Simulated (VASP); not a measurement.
# A single sheet of SnSe2: relaxation and electronic structure, part 2 of 2

Wanted: how a single sheet of SnSe2 relaxes, and what it costs to take an electron out.

VASP 6.6.1; LDA; plane waves and PAW (Se, Sn).

So far. Step 2 (Relaxing the slab): The run ended after 4 ionic steps, 0.015 eV below its first step, once the forces on the free atoms met EDIFFG = -0.03.

### Step 3. Vacuum level and density of states

A static run writes the electrostatic potential without exchange and correlation (LVHAR), which is flat in the vacuum and gives the level to count from. The dipole correction cancels the field that unlike faces would set up across the vacuum.

File INCAR:

```
SYSTEM = SnSe2
PREC = Normal
ENCUT = 300
EDIFF = 1E-06
NELM = 120
ISMEAR = 0
SIGMA = 0.05
LREAL = .FALSE.
ALGO = Fast
GGA = CA
NBANDS = 21
LORBIT = 11
LWAVE = .FALSE.
LCHARG = .TRUE.
IDIPOL = 3
LDIPOL = .TRUE.
DIPOL = 0.5 0.5 0.5
LVHAR = .TRUE.
LVACPOTAV = .TRUE.
LELF = .TRUE.
NEDOS = 1500
```

File POSCAR:

```
SnSe2
1.0
    3.8110000000      0.0000000000      0.0000000000
   -1.9055000000      3.3004228140      0.0000000000
    0.0000000000      0.0000000000     18.0557280000
Se Sn
2 1
Direct
    0.3333333330      0.6666666670      0.5867236520
    0.6666666670      0.3333333330      0.4132763480
    0.0000000000      0.0000000000      0.5000000000
```

File KPOINTS:

```
Automatic mesh
0
Gamma
9 9 1
0 0 0
```

File KPOINTS_OPT:

```
Line mode
14
Line-mode
Reciprocal
  0.00000000   0.00000000   0.00000000 GAMMA
  0.50000000   0.00000000   0.00000000 M

  0.50000000   0.00000000   0.00000000 M
  0.33333333   0.33333333   0.00000000 K

  0.33333333   0.33333333   0.00000000 K
  0.00000000   0.00000000   0.00000000 GAMMA
```

Potentials, in the order of the species: Se and Sn (LDA family, release 64).

Launch:

```sh
$ mpirun -np 2 vasp_std
```

The program printed:

```text
[banner, memory and clock lines left out]
running    2 mpi-ranks, on    1 nodes
 distrk:  each k-point on    2 cores,    1 groups
 distr:  one band on    1 cores,    2 groups

 POSCAR found type information on POSCAR SeSn
 POSCAR found :  2 types and       3 ions
 LDA part: xc-table for (Slater(with rela. corr.)+CA(PZ))
 , standard interpolation
|                                                                             |
|           W    W    AA    RRRRR   N    N  II  N    N   GGGG   !!!           |
|           W    W   A  A   R    R  NN   N  II  NN   N  G    G  !!!           |
|           W    W  A    A  R    R  N N  N  II  N N  N  G       !!!           |
|           W WW W  AAAAAA  RRRRR   N  N N  II  N  N N  G  GGG   !            |
|           WW  WW  A    A  R   R   N   NN  II  N   NN  G    G                |
|           W    W  A    A  R    R  N    N  II  N    N   GGGG   !!!           |
|                                                                             |
|     The number of bands has been changed from the values supplied in        |
|     The orbitals not found in the WAVECAR file will be initialized with     |
|     random numbers, which is usually adequate. For correlated               |
|     calculations, however, you should redo the groundstate calculation.     |
|     I found NBANDS = 21. Now, NBANDS = 22.                                  |
|                                                                             |

 POSCAR, INCAR and KPOINTS ok, starting setup
 FFT: planning ... GRIDC
 FFT: planning ... GRID_SOFT
 FFT: planning ... GRID
 WAVECAR not read
 entering main loop
       N       E                     dE             d eps       ncg     rms          rms(c)
DAV:   1     0.694878925937E+02    0.69488E+02   -0.35880E+03   536   0.337E+02
DAV:   2    -0.601037074011E+01   -0.75498E+02   -0.70039E+02   752   0.900E+01
DAV:   3    -0.138852891352E+02   -0.78749E+01   -0.77390E+01   682   0.310E+01
DAV:   4    -0.140331175668E+02   -0.14783E+00   -0.14776E+00   628   0.505E+00
DAV:   5    -0.140351463820E+02   -0.20288E-02   -0.20288E-02   678   0.581E-01    0.521E+00
RMM:   6    -0.137400378730E+02    0.29511E+00   -0.21086E-01   648   0.136E+00    0.317E+00
RMM:   7    -0.136772038337E+02    0.62834E-01   -0.13807E-01   639   0.119E+00    0.640E-01
RMM:   8    -0.136693520159E+02    0.78518E-02   -0.13355E-02   672   0.457E-01    0.112E-01
RMM:   9    -0.136693868039E+02   -0.34788E-04   -0.13667E-03   644   0.179E-01    0.582E-02
RMM:  10    -0.136694919228E+02   -0.10512E-03   -0.16330E-04   670   0.630E-02    0.256E-02
RMM:  11    -0.136695301064E+02   -0.38184E-04   -0.58657E-05   692   0.341E-02    0.693E-03
RMM:  12    -0.136695620828E+02   -0.31976E-04   -0.12489E-05   730   0.162E-02    0.837E-03
RMM:  13    -0.136696229337E+02   -0.60851E-04   -0.17049E-05   749   0.123E-02    0.132E-02
RMM:  14    -0.136696296167E+02   -0.66829E-05   -0.13312E-06   654   0.489E-03    0.534E-03
RMM:  15    -0.136696436631E+02   -0.14046E-04   -0.96753E-07   646   0.335E-03    0.878E-04
RMM:  16    -0.136696544857E+02   -0.10823E-04   -0.53422E-07   643   0.254E-03    0.465E-03
RMM:  17    -0.136696621243E+02   -0.76387E-05   -0.35590E-07   635   0.180E-03    0.946E-04
RMM:  18    -0.136696635812E+02   -0.14568E-05   -0.25401E-08   549   0.654E-04    0.667E-04
RMM:  19    -0.136696653847E+02   -0.18036E-05   -0.38071E-08   561   0.761E-04    0.241E-04
RMM:  20    -0.136696654953E+02   -0.11060E-06    0.00000E+00   476   0.507E-04
|                                                                             |
|           W    W    AA    RRRRR   N    N  II  N    N   GGGG   !!!           |
|           W    W   A  A   R    R  NN   N  II  NN   N  G    G  !!!           |
|           W    W  A    A  R    R  N N  N  II  N N  N  G       !!!           |
|           W WW W  AAAAAA  RRRRR   N  N N  II  N  N N  G  GGG   !            |
|           WW  WW  A    A  R   R   N   NN  II  N   NN  G    G                |
|           W    W  A    A  R    R  N    N  II  N    N   GGGG   !!!           |
|                                                                             |
|     Did not find any points to average over, which means that no vacuum     |
|     field-free region was found. Please increase the size of  your cell     |
|     in the dimension of the dipole correction to obtain accurate            |
|     workfunction values.                                                    |
|                                                                             |

   1 F= -.13669665E+02 E0= -.13669665E+02  d E =-.939786E-12
 Start KPOINTS_OPT (optional k-point list driver)
k-point batch [1-12\42]
       N       E                     dE             ncg
DAV:   1    -0.452291536509E+03   -0.20325E+04      528
DAV:   2    -0.138769497907E+04   -0.93540E+03      742
DAV:   3    -0.149285312982E+04   -0.10516E+03      662
DAV:   4    -0.149466833401E+04   -0.18152E+01      630
DAV:   5    -0.149469633194E+04   -0.27998E-01      686
DAV:   6    -0.149469709148E+04   -0.75954E-03      672
DAV:   7    -0.149469712140E+04   -0.29917E-04      702
DAV:   8    -0.149469712289E+04   -0.14912E-05      558
DAV:   9    -0.149469712297E+04   -0.75213E-07      470
[...]
k-point batch [37-42\42]
       N       E                     dE             ncg
DAV:   1     0.162615482350E+04   -0.52050E+03      264
DAV:   2     0.115683111841E+04   -0.46932E+03      358
DAV:   3     0.109894005432E+04   -0.57891E+02      336
DAV:   4     0.109796289606E+04   -0.97716E+00      300
DAV:   5     0.109794706841E+04   -0.15828E-01      332
DAV:   6     0.109794658653E+04   -0.48189E-03      312
DAV:   7     0.109794656585E+04   -0.20672E-04      354
DAV:   8     0.109794656475E+04   -0.11074E-05      304
DAV:   9     0.109794656471E+04   -0.40605E-07      198
```

Wall time 10 s (2 MPI ranks of Intel Xeon 6975P-C (Granite Rapids), shared host); peak memory 0.27 GiB.

OUTCAR, selected parts (step 3):

```text
The static configuration has the point symmetry D_3d.

 Found     12 irreducible k-points:

   k-points           NKPTS =     12   k-points in BZ     NKDIM =     12   number of bands    NBANDS=     22

   NELECT =      16.0000    total number of electrons

 E-fermi :  -2.8427

 k-point     1 :       0.0000    0.0000    0.0000
  band No.  band energies     occupation
    ...
      4      -4.1865      2.00000
      5      -3.5918      2.00000
      6      -3.5918      2.00000
      7      -3.1643      2.00000
      8      -3.1643      2.00000
      9      -1.5201      0.00000
     10      -0.1249      0.00000
     11       1.4822      0.00000
     12       1.4823      0.00000
     13       2.6783      0.00000
    ...

 k-point     2 :       0.1111   -0.0000    0.0000
  band No.  band energies     occupation
    ...
      4      -4.6251      2.00000
      5      -4.1225      2.00000
      6      -3.9806      2.00000
      7      -3.8006      2.00000
      8      -3.0746      2.00000
      9      -0.9190      0.00000
     10       0.5271      0.00000
     11       1.3623      0.00000
     12       1.7778      0.00000
     13       2.8999      0.00000
    ...

  Total       -0.6798206     -0.6798206      0.0143889      0.0000000      0.0000000      0.0000000
  in kB       -4.7960240     -4.7960240      0.1015115      0.0000000      0.0000000      0.0000000
  external PRESSURE =      -3.1635122 kB  Pullay stress =       0.0000000 kB

 POSITION                                       TOTAL-FORCE (eV/Angst)
 -----------------------------------------------------------------------------------
     -0.00000      2.20028     10.59372        -0.000000      0.000000      0.006273
      1.90550      1.10014      7.46201         0.000000      0.000000     -0.006273
      0.00000      0.00000      9.02786         0.000000      0.000000      0.000000
 -----------------------------------------------------------------------------------
    total drift:                               -0.000000      0.000000     -0.000000

  FREE ENERGIE OF THE ION-ELECTRON SYSTEM (eV)
  ---------------------------------------------------
  free  energy   TOTEN  =       -13.6696654953 eV

  energy  without entropy=      -13.6696654953  energy(sigma->0) =      -13.66966550

 vacuum level on the upper side and lower side of the slab         3.168         3.168

[... 8 parts as in an earlier step ...]

[... 6 further parts left out ...]
```

Numbers from this step:

```yaml
electronic_cycles: 20
fermi_energy: -2.843 eV
least_gap_on_mesh_and_path: 0.7455 eV
least_direct_gap_on_mesh_and_path: 1.084 eV
vacuum_levels: 3.168, 3.168 eV
ionisation_potentials_of_the_upper_and_lower_face: 6.241, 6.241 eV
electron_affinities_of_the_upper_and_lower_face: 5.496, 5.496 eV
```

Electronic bands along the path, in eV, zero at the valence-band top; v1 is the highest filled band, c1 the lowest empty one:

| point | v4 | v3 | v2 | v1 | c1 | c2 | c3 | c4 |
| --- | --- | --- | --- | --- | --- | --- | --- | --- |
| Γ | -0.52 | -0.52 | -0.09 | -0.09 | 1.55 | 2.95 | 4.56 | 4.56 |
| 0.46 of the way | -1.82 | -1.56 | -0.85 | -0.07 | 1.97 | 3.98 | 5.43 | 5.46 |
| M | -2.33 | -2.33 | -0.71 | -0.34 | 0.75 | 4.00 | 5.43 | 5.59 |
| 0.46 of the way | -3.12 | -2.55 | -0.86 | -0.67 | 1.51 | 5.03 | 5.32 | 5.67 |
| K | -3.77 | -3.37 | -0.84 | -0.84 | 1.88 | 5.31 | 5.31 | 6.67 |
| 0.46 of the way | -2.98 | -1.64 | -1.07 | -0.45 | 2.19 | 4.67 | 5.25 | 5.67 |
| Γ | -0.52 | -0.52 | -0.09 | -0.09 | 1.55 | 2.95 | 4.56 | 4.56 |

Of the projections kept (Se, Sn), the largest for each band there; the rest of the weight can lie on other orbitals:

| point | v4 | v3 | v2 | v1 | c1 | c2 | c3 | c4 |
| --- | --- | --- | --- | --- | --- | --- | --- | --- |
| Γ | Se 0.73 | Se 0.73 | Se 0.87 | Se 0.87 | Se 0.56 | Sn 0.69 | Sn 0.76 | Sn 0.76 |
| M | Se 0.58 | Se 0.67 | Se 0.88 | Se 0.89 | Se 0.51 | Sn 0.55 | Sn 0.58 | Sn 0.59 |
| K | Se 0.59 | Se 0.55 | Se 0.89 | Se 0.89 | Se 0.60 | Sn 0.52 | Sn 0.52 | Sn 0.63 |
| Γ | Se 0.73 | Se 0.73 | Se 0.87 | Se 0.87 | Se 0.56 | Sn 0.69 | Sn 0.76 | Sn 0.76 |

The density of states has structure finer than the step of the table below, so its rows give means over 0.5 eV, whole bins alone (the curve runs from -12.0 to 8.69 eV). Peaks (eV: height): total -11.68: 9.08, -0.46: 8.31, 7.05: 6.87, 8.24: 7.47; Se s -11.68: 6.54; Se p -2.32: 2.46, -0.83: 3.47, -0.68: 3.30, -0.46: 4.57; Se d 5.42: 0.324, 6.23: 0.331, 6.90: 0.286, 8.24: 0.373; Sn s -7.15: 2.24, -6.85: 1.44, -6.26: 1.29, 2.00: 0.928.

Means over bins of 0.074 eV. The density of states by energy, zero at the valence-band top; means over each step; values in states/eV/cell:

| energy (eV) | total | Se s | Se p | Se d | Sn s | Sn p | Sn d |
| --- | --- | --- | --- | --- | --- | --- | --- |
| -11.5 | 2.19 | 1.58 | 0.00782 | 4.2e-4 | 0.0284 | 0.0523 | 0.0363 |
| -11.0 | 0 | 0 | 0 | 0 | 0 | 0 | 0 |
| -10.5 | 0 | 0 | 0 | 0 | 0 | 0 | 0 |
| -10.0 | 0 | 0 | 0 | 0 | 0 | 0 | 0 |
| -9.5 | 0 | 0 | 0 | 0 | 0 | 0 | 0 |
| -9.0 | 0 | 0 | 0 | 0 | 0 | 0 | 0 |
| -8.5 | 0 | 0 | 0 | 0 | 0 | 0 | 0 |
| -8.0 | 0 | 0 | 0 | 0 | 0 | 0 | 0 |
| -7.5 | 0.200 | 0.00467 | 0.0253 | 0.00173 | 0.125 | 8.3e-5 | 5.1e-4 |
| -7.0 | 1.82 | 0.115 | 0.232 | 0.0137 | 1.05 | 0.00410 | 0.00766 |
| -6.5 | 0.711 | 0.0958 | 0.0882 | 0.00442 | 0.372 | 0.00333 | 0.00205 |
| -6.0 | 0.922 | 0.172 | 0.116 | 0.00380 | 0.431 | 0.00168 | 0.00253 |
| -5.5 | 0.370 | 0.0776 | 0.0519 | 5.3e-4 | 0.147 | 1.7e-5 | 0.00215 |
| -5.0 | 0 | 0 | 0 | 0 | 0 | 0 | 0 |
| -4.5 | 0.628 | 0.0145 | 0.186 | 0.00237 | 6.7e-5 | 0.167 | 0.00113 |
| -4.0 | 1.86 | 0.0356 | 0.575 | 0.00860 | 1.6e-4 | 0.466 | 0.0183 |
| -3.5 | 1.53 | 0.0319 | 0.496 | 0.00894 | 0.00420 | 0.364 | 0.0236 |
| -3.0 | 1.54 | 0.0236 | 0.536 | 0.0102 | 0.00793 | 0.375 | 0.0187 |
| -2.5 | 2.74 | 0.0475 | 1.02 | 0.0142 | 0.0105 | 0.603 | 0.0293 |
| -2.0 | 1.43 | 0.0164 | 0.564 | 0.00874 | 0.00448 | 0.305 | 0.0234 |
| -1.5 | 1.46 | 0.0110 | 0.628 | 0.00849 | 0.00965 | 0.248 | 0.0327 |
| -1.0 | 3.61 | 0.0163 | 1.79 | 0.00755 | 0.0120 | 0.206 | 0.132 |
| -0.5 | 4.36 | 0.0124 | 2.36 | 0.00687 | 0.00836 | 0.0793 | 0.233 |
| 0.0 | 0.936 | 0 | 0.556 | 0.00147 | 0 | 0.00431 | 0.0635 |
| 0.5 | 0.0537 | 5.1e-4 | 0.0147 | 0.00110 | 0.0138 | 3.5e-4 | 0.00182 |
| 1.0 | 0.510 | 0.00454 | 0.151 | 0.00985 | 0.127 | 0.00822 | 0.0148 |
| 1.5 | 1.01 | 0.0123 | 0.330 | 0.0169 | 0.241 | 0.0259 | 0.0221 |
| 2.0 | 2.14 | 0.0236 | 0.823 | 0.0275 | 0.505 | 0.0444 | 0.0320 |
| 2.5 | 0.307 | 0.00584 | 0.128 | 0.00264 | 0.0744 | 0.00502 | 0.00431 |
| 3.0 | 0.0495 | 0.00658 | 4.6e-4 | 0.00159 | 0 | 0.0190 | 0 |
| 3.5 | 0.296 | 0.0286 | 0.0216 | 0.01000 | 0 | 0.111 | 0.00121 |
| 4.0 | 0.990 | 0.0778 | 0.108 | 0.0376 | 0.00911 | 0.288 | 0.00441 |
| 4.5 | 2.61 | 0.150 | 0.367 | 0.0993 | 0.0118 | 0.825 | 0.0133 |
| 5.0 | 1.70 | 0.0336 | 0.228 | 0.0910 | 0.00137 | 0.621 | 0.00931 |
| 5.5 | 5.01 | 0.0854 | 0.782 | 0.277 | 0.00394 | 1.50 | 0.104 |
| 6.0 | 3.23 | 0.0196 | 0.363 | 0.167 | 0.00345 | 0.600 | 0.169 |
| 6.5 | 2.01 | 0.00861 | 0.188 | 0.121 | 0.00596 | 0.249 | 0.172 |
| 7.0 | 2.73 | 0.00686 | 0.164 | 0.147 | 0.00744 | 0.0824 | 0.238 |
| 7.5 | 2.76 | 0.0115 | 0.151 | 0.0917 | 0.00422 | 0.0662 | 0.142 |
| 8.0 | 2.53 | 0.00912 | 0.148 | 0.121 | 0.00410 | 0.0440 | 0.183 |

Zero at the Fermi level. Table of planar average of the electrostatic potential by height:

height (Å), planar average of the electrostatic potential (eV) and a bar from the least value:
```
        0       6.01 ##############################
        1       6.01 ##############################
        2       6.01 ##############################
        3       6.01 ##############################
        4       6.01 ##############################
        5       5.98 ##############################
        6       5.46 #############################
        7      -3.55 #########
        8      -6.03 ####
        9      -7.90 
       10      -5.79 #####
       11      -4.25 ########
       12       5.36 #############################
       13       5.98 ##############################
       14       6.01 ##############################
       15       6.01 ##############################
       16       6.01 ##############################
       17       6.01 ##############################
```

Density of states in the PAW spheres, an atom over height of the layer and energy from the Fermi level.

Ten even steps from '0' (0.00 states/eV) to '9' (1.38 states/eV), each cell a mean:
```
000
000
303
929
727
212
222
343
343
232
121
121
232
111
000
000
020
020
131
040
161
000
```
Columns: height of the layer (Å) from 7.5 to 10.6; rows upwards: energy from the Fermi level (eV) from -7.9 to 0.5.

Valence density in the ca plane at fractional y = 0.000, with atoms of Sn within 0.2 Å of it. It is the smooth field of the valence electrons, not physical close to the nuclei.

Values in e/Å³, 5 rows by 16 columns, each cell a mean:
```
0.00 0.00 0.00 0.00 0.00 0.01 0.08 0.17 0.15 0.11 0.02 0.00 0.00 0.00 0.00 0.00
0.00 0.00 0.00 0.00 0.00 0.03 0.19 0.22 0.21 0.21 0.05 0.00 0.00 0.00 0.00 0.00
0.00 0.00 0.00 0.00 0.00 0.05 0.28 0.20 0.17 0.30 0.08 0.00 0.00 0.00 0.00 0.00
0.00 0.00 0.00 0.00 0.00 0.03 0.15 0.23 0.22 0.18 0.04 0.00 0.00 0.00 0.00 0.00
0.00 0.00 0.00 0.00 0.00 0.01 0.07 0.14 0.10 0.10 0.01 0.00 0.00 0.00 0.00 0.00
```
Columns run along c (18.1 Å), rows up along a (3.8 Å). Atoms in or near the plane, at fractional coordinates: Sn at (0.50, 0.00).

Electrostatic potential energy in the ca plane at fractional y = 0.000, with atoms of Sn within 0.2 Å of it. With pseudopotentials it is smooth inside the atoms' cores, unlike the true potential.

Ten even steps from '0' (-30 eV) to '9' (3 eV), each cell a mean:
```
99999999999999999985000027999999999999999999
99999999999999999987300158999999999999999999
99999999999999999888755688899999999999999999
99999999999999999878888887789999999999999999
99999999999999999878888887789999999999999999
99999999999999999888877888889999999999999999
99999999999999999988532478999999999999999999
99999999999999999986100048999999999999999999
99999999999999999984000027999999999999999999
```
Columns run along c (18.1 Å; values clipped at the 3rd and 97th percentile), rows up along a (3.8 Å). Atoms in or near the plane, at fractional coordinates: Sn at (0.50, 0.00).

ELF in the ca plane at fractional y = 0.000, with atoms of Sn within 0.2 Å of it. It is the smooth field of the valence electrons, not physical close to the nuclei.

Values, 5 rows by 16 columns, each cell a mean:
```
0.00 0.00 0.00 0.00 0.00 0.03 0.19 0.68 0.73 0.28 0.05 0.01 0.00 0.00 0.00 0.00
0.00 0.00 0.00 0.00 0.08 0.30 0.60 0.54 0.50 0.62 0.38 0.05 0.02 0.00 0.00 0.00
0.00 0.00 0.00 0.01 0.09 0.46 0.74 0.45 0.34 0.73 0.56 0.09 0.03 0.00 0.00 0.00
0.00 0.00 0.00 0.00 0.01 0.19 0.47 0.60 0.60 0.50 0.26 0.09 0.00 0.00 0.00 0.00
0.00 0.00 0.00 0.00 0.00 0.02 0.14 0.69 0.74 0.24 0.02 0.00 0.00 0.00 0.00 0.00
```
Columns run along c (18.1 Å), rows up along a (3.8 Å). Atoms in or near the plane, at fractional coordinates: Sn at (0.50, 0.00).

The map of layer states is cut here 0.5 eV above the Fermi level, so it leaves out the states above that.

The vacuum level lies 6.24 eV above the highest filled level at the upper face; both faces agree, as the slab has next to no dipole.

The program found no field-free point at its default tolerance, but its printed level agrees with the flat part of the planar average.

### Step 4. Putting the energies together

This step: slab, LDA; plane waves and PAW (VASP 6.6.1).

This step runs nothing: it gathers the runs above.

Numbers from this step:

| Quantity | Value |
| --- | --- |
| ionisation potential at the upper face | 6.241 eV |

### Step 5. What came out

```
ionisation potential of the slab : 6.24 eV
```

The ionisation potential is 6.24 eV at both faces. The atom that ends on top (Se) moved outwards by 0.04 Å, counted from the mean of all atoms. Semilocal band edges put the ionisation potential too low and the gap too small. The cell in the plane was kept as given and was not relaxed here. The slab has a gap, so the level below the vacuum is counted from the highest filled level.

[Lines on the potential files, build, host, timing and source positions are cut from VASP's logs without a mark.]

[Logs are printed without paths, hosts, clocks, repeated set-up lines and the standing remarks that a program may print on its own settings, such as how far it seeks lower states.]

[Hosts, paths, dates, database ids (printed as entryN), source tags and the programs' standing remarks are cut or masked in the printed files.]

[In band tables of VASP the shares of atoms and orbitals are scaled to a sum of 1 inside the atoms' spheres.]

[Runs that stopped without an error message from VASP are left out.]
